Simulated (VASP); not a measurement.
A run of VASP 6.6.1 is set up as follows.

File INCAR:

```
PREC     = Accurate       # precision mode
ENCUT    = 600            # plane-wave cutoff, eV
EDIFF    = 1E-6           # SCF threshold, eV
ISMEAR   = 1              # smearing method
SIGMA    = 0.1            # smearing width, eV
LREAL    = False          # projectors in reciprocal space
LASPH    = True           # aspherical terms in the spheres
NELM     = 80             # most SCF steps
ALGO     = Normal         # electronic algorithm
ISIF     = 3              # what is computed and relaxed
LWAVE    = False          # write WAVECAR
LCHARG   = False          # write CHGCAR
GGA      = PS             # functional
IBRION   = 2              # ionic algorithm
NSW      = 90             # ionic steps
EDIFFG   = -0.01          # ionic threshold
```

Contents of KPOINTS:

```
regular mesh
0
Gamma
  18 18 18
```

Contents of POSCAR:

```
Cu
1.0
    0.0000000000      1.8075000000      1.8075000000
    1.8075000000      0.0000000000      1.8075000000
    1.8075000000      1.8075000000      0.0000000000
Cu
1
Direct
    0.0000000000      0.0000000000      0.0000000000
```

Potentials or basis: VASP PAW PBE potentials, release 64 (Cu).

Launch:

```bash
$ cat potpaw_PBE.64/Cu/POTCAR > POTCAR
$ mpirun -np 1 vasp_std > vasp.out
```

(1) Estimate the relaxed volume.

(2) What does it give for the space group after relaxing (to 0.05 Å)?

(3) What does it give for the band gap on the k mesh?

Results:

(1) 11.37 Å³/atom.

(2) Fm-3m (No. 225).

(3) none (metal or under the smearing width).

Caveat: the PAW data sets were made with another functional, which shifts forces and pressure a little.
